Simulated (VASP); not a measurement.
Wanted: the native input for a VASP 6.6.1 run.

* Task: single point
* Functional: PBE
* Dispersion: D3(BJ)
* Potentials or basis: VASP PAW PBE potentials, release 64 (Si, O, H)
* Cutoff: 450 eV
* k mesh: 1 × 1 × 1
* Occupations: gaussian, width 0.02 eV
* Spin: no spin polarisation
* Further INCAR settings: ALGO = Normal; EDIFF = 1e-06; NBANDS = 236

The structure of Si12HO24 (a cell with a defect) lies in POSCAR:

```
Si12HO24
1.0
    9.8316000000      0.0000000000      0.0000000000
   -4.9158000000      8.5144153600      0.0000000000
    0.0000000000      0.0000000000     10.8182000000
Si O H
24 48 2
Direct
    0.2709099100      0.0094391800      0.1655027100
    0.9985581900      0.2592514300      0.3363694500
    0.2293313700      0.2350352900      0.9973888100
    0.2536999600      0.9943798200      0.6857301500
    0.9943088900      0.2605859300      0.8263963100
    0.2083269900      0.1946535800      0.5153311300
    0.2621491600      0.4975911800      0.1718615900
    0.0071092300      0.7712372900      0.3283148600
    0.2235410900      0.7272896200      0.0054956200
    0.2669434400      0.4925265000      0.6593211300
    0.9964925600      0.7555626100      0.8443723300
    0.2341662800      0.7379975200      0.4999615600
    0.7679183600      0.0027725800      0.1637768200
    0.5150453800      0.2909717700      0.3263891900
    0.7354828800      0.2356065700      0.9947544900
    0.7500254000      0.9945486100      0.6643177100
    0.4988791700      0.2694374300      0.8323993700
    0.7270726000      0.2340685100      0.4992150500
    0.7874783800      0.5096747300      0.1573528400
    0.5014811400      0.7712337700      0.3306460800
    0.7306058600      0.7321122000      0.9989357800
    0.7689976800      0.5017534200      0.6662599300
    0.4892422100      0.7549201000      0.8332459800
    0.7359702800      0.7334614600      0.4949275200
    0.0585994900      0.1851775900      0.4426589500
    0.2910020100      0.3666465000      0.1058264000
    0.1398598500      0.4267424900      0.2869976000
    0.2009835100      0.0720170000      0.0577487200
    0.4066298400      0.3704627500      0.3615348300
    0.4326514900      0.1539250100      0.2217404800
    0.0637104000      0.2018104000      0.9379856800
    0.2961209500      0.3602216000      0.5945064100
    0.1329963000      0.4206365700      0.7662825000
    0.1440959400      0.0534628100      0.6192837800
    0.3618947100      0.2974696100      0.8889306100
    0.4273668200      0.1382933600      0.7227606500
    0.0698422700      0.7005748600      0.4356703700
    0.2976032600      0.8725800500      0.1047948800
    0.1459163000      0.9395625000      0.2791979800
    0.1925934700      0.5656927500      0.0691771200
    0.3725483100      0.8040633200      0.3955902100
    0.4281822600      0.6421691300      0.2206537200
    0.0484628800      0.6811712500      0.9565332700
    0.2831508900      0.8721161200      0.6050312400
    0.1573768100      0.9148317700      0.8113722100
    0.2107464500      0.5753019700      0.5568150000
    0.3464649500      0.7730380600      0.8905284800
    0.4297587500      0.6246495600      0.7230592100
    0.5674995200      0.2199689900      0.4418414100
    0.8114747800      0.3713264800      0.0999751300
    0.6741022500      0.4415287100      0.2761049300
    0.7048024300      0.0708391800      0.0544039400
    0.8598764000      0.2853916600      0.3919929700
    0.9337635900      0.1388796900      0.2191445800
    0.5688786300      0.2097478700      0.9432799200
    0.7969424800      0.3651871000      0.6090898100
    0.6362505700      0.4334820500      0.7744881600
    0.6856066900      0.0652798700      0.5578710000
    0.8594873700      0.2928012300      0.8810256900
    0.9165469200      0.1276861800      0.7199152000
    0.5689396300      0.6934002000      0.4307230900
    0.7919415500      0.8629271600      0.1084292300
    0.6399768800      0.9359748100      0.2761740900
    0.7067804900      0.5682967600      0.0547796900
    0.8688771100      0.7964578400      0.3870153500
    0.9505596500      0.6538900700      0.2097545600
    0.5644435100      0.7011425300      0.9437322700
    0.7805881900      0.8618020400      0.6029322100
    0.6206643000      0.9221698500      0.7749832700
    0.7103227700      0.5713318500      0.5546426500
    0.8615482000      0.7938688900      0.8892565300
    0.9332905500      0.6387354700      0.7249986100
    0.4610070200      0.4687125700      0.3793477500
    0.2926452400      0.1351483600      0.4422009000
```

The input as run:

INCAR

```
  PREC = Accurate
  ENCUT = 450
  EDIFF = 1E-6
  ISMEAR = 0
  SIGMA = 0.02
  LREAL = F
  LASPH = T
  NELM = 100
  ALGO = Normal
  ISIF = 2
  LWAVE = F
  LCHARG = F
  GGA = PE
  IVDW = 12
  NBANDS = 236
```

KPOINTS

```
regular mesh
0
Gamma
  1 1 1
```

Potentials or basis: VASP PAW PBE potentials, release 64 (Si, O, H).

Run with:

```console
$ cat potpaw_PBE.64/Si/POTCAR potpaw_PBE.64/O/POTCAR potpaw_PBE.64/H/POTCAR > POTCAR
$ mpirun -np 1 vasp_std > vasp.out
```

Results of the run:

```yaml
Largest_force: 8.803 eV/Å
Band_gap_on_the_k_mesh: 5.38 eV, direct
Dispersion_energy_per_atom: -0.142 eV
```

It took 5.6 min on 1 thread of Intel(R) Xeon(R) 6975P-C (Granite Rapids), with other jobs on the host, peak memory 0.84 GiB.
